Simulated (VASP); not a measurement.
Output of a VASP run:

### OUTCAR
```
 ion  position               nearest neighbor table
   1  0.000  0.000  0.000-
  LATTYP: Found a body centered cubic cell.
 ALAT       =     3.2563060066
 Subroutine PRICEL returns:
 Original cell was already a primitive cell.
 Subroutine GETGRP returns: Found 48 space group operations
The static configuration has the point symmetry O_h .
The dynamic configuration has the point symmetry O_h .
 Subroutine INISYM returns: Found 48 space group operations
 Subroutine IBZKPT returns following result:
 Found    145 irreducible k-points:

 Following reciprocal coordinates:
            Coordinates               Weight
  0.000000  0.000000  0.000000      1.000000
  0.062500  0.000000  0.000000     12.000000
  0.125000  0.000000  0.000000     12.000000
  0.187500  0.000000  0.000000     12.000000
  0.250000  0.000000  0.000000     12.000000
  0.312500  0.000000  0.000000     12.000000
  0.375000  0.000000  0.000000     12.000000
  0.437500  0.000000  0.000000     12.000000
  0.500000  0.000000  0.000000      6.000000
  0.062500  0.062500  0.000000     24.000000
  0.125000  0.062500  0.000000     48.000000
  0.187500  0.062500  0.000000     48.000000
  0.250000  0.062500  0.000000     48.000000
  0.312500  0.062500 -0.000000     48.000000
  0.375000  0.062500  0.000000     48.000000
  0.437500  0.062500  0.000000     48.000000
  0.125000  0.125000  0.000000     24.000000
  0.187500  0.125000  0.000000     48.000000
  0.250000  0.125000  0.000000     48.000000
  0.312500  0.125000 -0.000000     48.000000
  0.375000  0.125000  0.000000     48.000000
  0.437500  0.125000  0.000000     24.000000
  0.187500  0.187500  0.000000     24.000000
  0.250000  0.187500 -0.000000     48.000000
  0.312500  0.187500  0.000000     48.000000
  0.375000  0.187500  0.000000     48.000000
  0.250000  0.250000  0.000000     24.000000
  0.312500  0.250000  0.000000     48.000000
  0.375000  0.250000  0.000000     24.000000
  0.312500  0.312500  0.000000     24.000000
  0.062500  0.062500  0.062500      8.000000
  0.125000  0.062500  0.062500     24.000000
  0.187500  0.062500  0.062500     24.000000
  0.250000  0.062500  0.062500     24.000000
  0.312500  0.062500  0.062500     24.000000
  0.375000  0.062500  0.062500     24.000000
  0.437500  0.062500  0.062500     12.000000
 -0.062500  0.062500  0.062500      6.000000
  0.125000  0.125000  0.062500     24.000000
  0.187500  0.125000  0.062500     48.000000
   k-points           NKPTS =    145   k-points in BZ     NKDIM =    145   number of bands    NBANDS=      9
   number of dos      NEDOS =    301   number of ions     NIONS =      1
   total plane-waves  NPLWV =  13824
   dimension x,y,z NGX =    24 NGY =   24 NGZ =   24
   dimension x,y,z NGXF=    48 NGYF=   48 NGZF=   48
   ions per type =               1
   PREC   = accura    normal or accurate (medium, high low for compatibility)
   ISTART =      0    job   : 0-new  1-cont  2-samecut
   ICHARG =      2    charge: 1-file 2-atom 10-const
   ISPIN  =      1    spin polarized calculation?
   LNONCOLLINEAR =      F non collinear calculations
   LSORBIT =      F    spin-orbit coupling
   INIWAV =      1    electr: 0-lowe 1-rand  2-diag
   ENCUT  =  500.0 eV  36.75 Ry    6.06 a.u.   5.14  5.14  5.14*2*pi/ulx,y,z
   NELM   =    100;   NELMIN=  2; NELMDL= -5     # of ELM steps
   EDIFF  = 0.1E-05   stopping-criterion for ELM
   LREAL  =      F    real-space projection
   NLSPLINE    = F    spline interpolate recip. space projectors
   LMAXMIX     =    6 max onsite mixed and CHGCAR
   VOSKOWN=      0    Vosko Wilk Nusair interpolation
   EDIFFG = -.2E-01   stopping-criterion for IOM
   NSW    =     40    number of steps for IOM
   NBLOCK =      1;   KBLOCK =     40    inner block; outer block
   IBRION =      2    ionic relax: 0-MD 1-quasi-New 2-CG
   NFREE  =      1    steps in history (QN), initial steepest desc. (CG)
...
```

### OSZICAR
```
       N       E                     dE             d eps       ncg     rms          rms(c)
DAV:   1     0.444337317783E+02    0.44434E+02   -0.64113E+03  2618   0.114E+03
DAV:   2    -0.127035422027E+02   -0.57137E+02   -0.56167E+02  3425   0.243E+02
DAV:   3    -0.132863391358E+02   -0.58280E+00   -0.56963E+00  3002   0.249E+01
DAV:   4    -0.132913557043E+02   -0.50166E-02   -0.49598E-02  3074   0.166E+00
DAV:   5    -0.132913840962E+02   -0.28392E-04   -0.28387E-04  2945   0.112E-01    0.145E+01
DAV:   6    -0.129343287871E+02    0.35706E+00   -0.37622E-01  2712   0.726E+00    0.703E+00
DAV:   7    -0.128256271135E+02    0.10870E+00   -0.29072E-01  2735   0.603E+00    0.388E-01
DAV:   8    -0.128235242347E+02    0.21029E-02   -0.42335E-03  2822   0.892E-01    0.974E-02
DAV:   9    -0.128234929940E+02    0.31241E-04   -0.10659E-04  2873   0.124E-01    0.279E-02
DAV:  10    -0.128234929309E+02    0.63090E-07   -0.36667E-06  3194   0.252E-02
   1 F= -.12823493E+02 E0= -.12823280E+02  d E =-.128235E+02
```

OUTCAR:
```
------------------------ aborting loop because EDIFF is reached ----------------------------------------
  FORCE on cell =-STRESS in cart. coord.  units (eV):
  Direction    XX          YY          ZZ          XY          YZ          ZX
  --------------------------------------------------------------------------------------
  Total        0.0018689      0.0018689      0.0018689     -0.0000000     -0.0000000      0.0000000
  in kB        0.1734443      0.1734443      0.1734443     -0.0000000     -0.0000000      0.0000000
  external PRESSURE =       0.1734443 kB  Pullay stress =       0.0000000 kB
  volume of cell :       17.26
      direct lattice vectors                 reciprocal lattice vectors
    -1.628153003  1.628153003  1.628153003     0.000000000  0.307096445  0.307096445
     1.628153003 -1.628153003  1.628153003     0.307096445  0.000000000  0.307096445
     1.628153003  1.628153003 -1.628153003     0.307096445  0.307096445  0.000000000
 POSITION                                       TOTAL-FORCE (eV/Angst)
 -----------------------------------------------------------------------------------
      0.00000      0.00000      0.00000         0.000000      0.000000      0.000000
 -----------------------------------------------------------------------------------
    total drift:                               -0.000000      0.000000     -0.000000
  FREE ENERGIE OF THE ION-ELECTRON SYSTEM (eV)
  ---------------------------------------------------
  free  energy   TOTEN  =       -12.8234929309 eV

  energy  without entropy=      -12.8228547494  energy(sigma->0) =      -12.82328020

 reached required accuracy - stopping structural energy minimisation
```
(Selected blocks of OUTCAR.)

**POSCAR**
```
Ta
1
   -1.6281530033     1.6281530033     1.6281530033
    1.6281530033    -1.6281530033     1.6281530033
    1.6281530033     1.6281530033    -1.6281530033
Ta
1
Direct
  0.0000000000   0.0000000000   0.0000000000
```

### Question
Write an INCAR and KPOINTS that could have produced this output.

### Answer
This is not unique; one that fits is the input of the run itself, LDA (Ceperley-Alder, Perdew-Zunger), plane waves, VASP's LDA PAW potentials (set 64).

### KPOINTS
```
K-points
0
G
 16 16 16
```

**INCAR**
```
LREAL = .False.   # projection in real space or not
ISMEAR = 1   # Methfessel-Paxton
ISIF = 3
LWAVE = .False.
SIGMA = 0.1
IBRION = 2
EDIFF = 1E-6   # SCF stop (eV)
ALGO = Normal   # blocked Davidson
PREC = Accurate
ENCUT = 500   # plane-wave cut-off (eV)
NELM = 100   # most electronic steps
LCHARG = .False.
NSW = 40
EDIFFG = -0.02
LMAXMIX = 6   # l cut-off of mixed one-centre charges
SYSTEM = Ta
LASPH = .True.   # aspherical one-centre terms
```

POTCAR, in this order: Ta_pv (LDA.64 set). Program: vasp_std.

The compound is Ta in the bcc structure. It was relaxed first.
